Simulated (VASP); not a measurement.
OSZICAR of a VASP run on TiO₂ (rutile):

OSZICAR:
```
       N       E                     dE             d eps       ncg     rms          rms(c)
DAV:   1     0.759660024594E+03    0.75966E+03   -0.24229E+04  2688   0.203E+03
DAV:   2     0.935664955081E+02   -0.66609E+03   -0.64231E+03  2728   0.629E+02
DAV:   3    -0.603567535272E+02   -0.15392E+03   -0.14965E+03  3520   0.253E+02
DAV:   4    -0.707194869236E+02   -0.10363E+02   -0.10338E+02  3720   0.742E+01
DAV:   5    -0.713528938739E+02   -0.63341E+00   -0.63317E+00  4192   0.148E+01    0.316E+01
DAV:   6    -0.543048014713E+02    0.17048E+02   -0.12188E+02  3632   0.104E+02    0.126E+01
DAV:   7    -0.538683767604E+02    0.43642E+00   -0.19328E+01  3608   0.341E+01    0.758E+00
DAV:   8    -0.538976848796E+02   -0.29308E-01   -0.51517E+00  3736   0.205E+01    0.451E+00
DAV:   9    -0.536778250076E+02    0.21986E+00   -0.21457E+00  3664   0.124E+01    0.119E+00
DAV:  10    -0.536872102877E+02   -0.93853E-02   -0.13736E-01  3344   0.278E+00    0.265E-01
DAV:  11    -0.536870205012E+02    0.18979E-03   -0.64965E-03  3488   0.576E-01    0.115E-01
DAV:  12    -0.536870621850E+02   -0.41684E-04   -0.53801E-04  3904   0.145E-01    0.808E-02
DAV:  13    -0.536870042718E+02    0.57913E-04   -0.20895E-04  3752   0.109E-01    0.340E-02
DAV:  14    -0.536869943121E+02    0.99597E-05   -0.57957E-05  3824   0.635E-02    0.574E-03
DAV:  15    -0.536869953544E+02   -0.10423E-05   -0.92086E-06  3664   0.231E-02    0.653E-03
DAV:  16    -0.536869952510E+02    0.10336E-06   -0.21245E-06  2408   0.158E-02
   1 F= -.53686995E+02 E0= -.53686995E+02  d E =-.985466E-19  mag=     0.0000    -0.0000     0.0000
       N       E                     dE             ncg
       N       E                     dE             ncg
```

Q: Which electronic solver shows in the log?

A: It is blocked Davidson (ALGO = Normal, or the opening steps of other solvers). The INCAR had ALGO = Normal.

Q: How was spin treated?

A: With non-collinear spinors: mag has three components.

Q: Can the final energy be trusted as converged?

A: Self-consistency was reached. It stopped with EDIFF = 1E-6, NELM = 100 (PBE GGA with spin-orbit coupling, plane waves, VASP's PBE PAW potentials (set 64)).

The compound is TiO2 in the rutile structure. It was relaxed first.
